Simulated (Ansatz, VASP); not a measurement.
**B5Pt in VASP and in Ansatz**

```xyz
6
Lattice="0.0000 2.9158 2.9158 2.9158 0.0000 2.9158 2.9158 2.9158 0.0000" Properties=species:S:1:pos:R:3 pbc="T T T"
B     4.3738    4.3738    4.3738
B     3.5577    3.5577    2.2740
B     3.5577    2.2740    3.5577
B     2.2740    2.2740    2.2740
B     2.2740    3.5577    3.5577
Pt    0.0000    0.0000    0.0000
```

Change from the starting cell: species swapped into the Be5Pd type (F-43m, No. 216).

Alike in both runs: functional PBE; k mesh 12 × 12 × 12; occupations gaussian, width 0.1 eV; no spin polarisation.

Ansatz relaxed the structure, and its values are those at the end. VASP's run is a single point on that final structure, the one shown.

|  | VASP | Ansatz |
| --- | --- | --- |
| version | VASP 6.6.1 | Ansatz 0.2.0 |
| potentials or method | VASP PAW PBE potentials, release 64 (B, Pt) | scalar-relativistic, plane waves, PAW |
| plane-wave cutoff (eV) | 520 | 420 |
| valence electrons in the cell | 25 | 33 |

|  | VASP | Ansatz | Ansatz less VASP |
| --- | --- | --- | --- |
| gap on the k mesh at the Fermi level (eV) | none | none | - |
| pressure (GPa) | -0.2 | 0.0 | +0.19 |
| rms of the force components (eV/Å) | 0.007 | 0.000 | -0.0066 |

A gap of «none» marks a metal or a gap that the smearing closes. The two sets of potentials don't hold the same shells in valence.

The runs have no spin-orbit coupling, so splittings on Pt are missing.
